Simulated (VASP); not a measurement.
# SiF₂, atomisation energy: which settings are enough?

SiF₂, molecule in box, 3 atoms in the cell. R2SCAN; PAW potentials F, Si (PBE set). VASP 6.6.1.

Wanted: atomisation energy within 0.03 eV.

Vacuum between images (Å): 10; Box of the free atom (Å): 12; Starting geometry: molecule relaxed first with the same functional.

## Cutoff ENCUT (eV)

| Cutoff ENCUT (eV) | Atomisation energy (eV) | Time (s) |
|---|---|---|
| 320 | 13.118 | 422 |
| 400 | 12.765 | 423 |
| 460 | 12.694 | 812 |
| 525 | 12.677 | 394 |
| 600 | 12.681 | 534 |
| 725 | 12.691 | 566 |
| 925 (reference) | 12.690 | 1080 |

Chosen: 460, the loosest value from which every tighter one stays within half of the tolerance.

## The input

INCAR.step1:
```
PREC = Accurate
ENCUT = 460
EDIFF = 1E-6
ISMEAR = 0
SIGMA = 0.002
LREAL = False
LASPH = True
ALGO = All
NELM = 300
LWAVE = False
LCHARG = False
METAGGA = R2SCAN
LMIXTAU = True
ISYM = 0
ISPIN = 2
MAGMOM = 1
ISEARCH = 1
LMAXMIX = 4
NBANDS = 10
```

INCAR.step2, as INCAR.step1 but for:
```
- MAGMOM = 1
- NBANDS = 10
+ MAGMOM = 2
+ NBANDS = 8
```

INCAR.step3:
```
PREC = Accurate
ENCUT = 460
EDIFF = 1E-6
ISMEAR = 0
SIGMA = 0.01
LREAL = False
LASPH = True
ALGO = Normal
NELM = 120
LWAVE = False
LCHARG = False
METAGGA = R2SCAN
LMIXTAU = True
ISYM = 0
IBRION = 2
NSW = 40
EDIFFG = -0.01
```

KPOINTS:
```
Automatic mesh
0
Gamma
  1 1 1
  0 0 0
```

POSCAR.step1:
```
F
1.0
   12.0000000000      0.0000000000      0.0000000000
    0.0000000000     12.4000000000      0.0000000000
    0.0000000000      0.0000000000     12.8000000000
F
1
Direct
    0.5000000000      0.5000000000      0.5000000000
```

POSCAR.step2:
```
Si
1.0
   12.0000000000      0.0000000000      0.0000000000
    0.0000000000     12.4000000000      0.0000000000
    0.0000000000      0.0000000000     12.8000000000
Si
1
Direct
    0.5000000000      0.5000000000      0.5000000000
```

POSCAR.step3:
```
SiF2
1.0
   12.4500000000      0.0000000000      0.0000000000
    0.0000000000     12.4500000000      0.0000000000
    0.0000000000      0.0000000000     12.4500000000
F Si
2 1
Direct
    0.5202045507      0.5984606222      0.5225862195
    0.5413100368      0.4015393778      0.5122254854
    0.4586899632      0.4943771965      0.4774137805
```

Commands (each step's output is kept before the next begins):
```
cat potpaw_PBE.64/F/POTCAR > POTCAR
cp INCAR.step1 INCAR
cp POSCAR.step1 POSCAR
mpirun -np 4 vasp_gam > vasp.out
cat potpaw_PBE.64/Si/POTCAR > POTCAR
rm WAVECAR CHG
cp INCAR.step2 INCAR
cp POSCAR.step2 POSCAR
mpirun -np 4 vasp_gam > vasp.out
cat potpaw_PBE.64/F/POTCAR potpaw_PBE.64/Si/POTCAR > POTCAR
rm WAVECAR CHG
cp INCAR.step3 INCAR
cp POSCAR.step3 POSCAR
mpirun -np 4 vasp_gam > vasp.out
```

The chosen input took VASP 6.6.1 812 s on 4 cores (Intel Xeon 6975P-C (Granite Rapids)), a shared host.

## An input that fails: free atom without spin

It runs to its end, but against the unchanged starting input it is off by 4.013 eV in the atomisation energy.

Changes against the starting input:
```
(step 1)
- ISPIN = 2
- MAGMOM = 1
(step 2)
- ISPIN = 2
- MAGMOM = 2
```
